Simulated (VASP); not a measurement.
AlAs (zinc blende), at 0.96 of the tabulated volume:

```
CELL_PARAMETERS angstrom
      0.00000     2.79175     2.79175
      2.79175     0.00000     2.79175
      2.79175     2.79175     0.00000
ATOMIC_POSITIONS crystal
  Al 0.00000 0.00000 0.00000
  As 0.25000 0.25000 0.25000
```

The lowest empty band near X, direction across the valley's axis, from PBE with spin-orbit coupling in VASP (PAW); its two spin partners are averaged. The gap over the points computed is 1.26 eV, and the next band on that side lies 0.93 eV away at the edge.

Run with 400 eV cut-off, 9×9×9 Γ-centred mesh, Gaussian smearing of 0.050 eV, potentials Al As.

```json
[
 {"distance from the edge in k (1/Å)": "0.018", "distance in energy (meV)": "5.3"},
 {"distance from the edge in k (1/Å)": "0.025", "distance in energy (meV)": "10.3"},
 {"distance from the edge in k (1/Å)": "0.035", "distance in energy (meV)": "20.1"},
 {"distance from the edge in k (1/Å)": "0.050", "distance in energy (meV)": "40.8"},
 {"distance from the edge in k (1/Å)": "0.070", "distance in energy (meV)": "79.5"}
]
```

Q: Fit E(1 + αE) = ħ²k²/2m* (ħ²/2m0 = 3.810 eV Å²) and predict the row at 0.095 1/Å.

A: Least squares on the energies gives the electron mass m* = 0.232 m0 and α = 0.17 per eV, and so 144.8 meV. The run gave 144.8 meV, +0.0 meV from the fit.

Left out are points under 3 meV from the edge, since the levels carry 0.1 meV, and points farther than half the way to the next band.

The compound is AlAs in the zinc blende structure. The cell was not relaxed at this level.
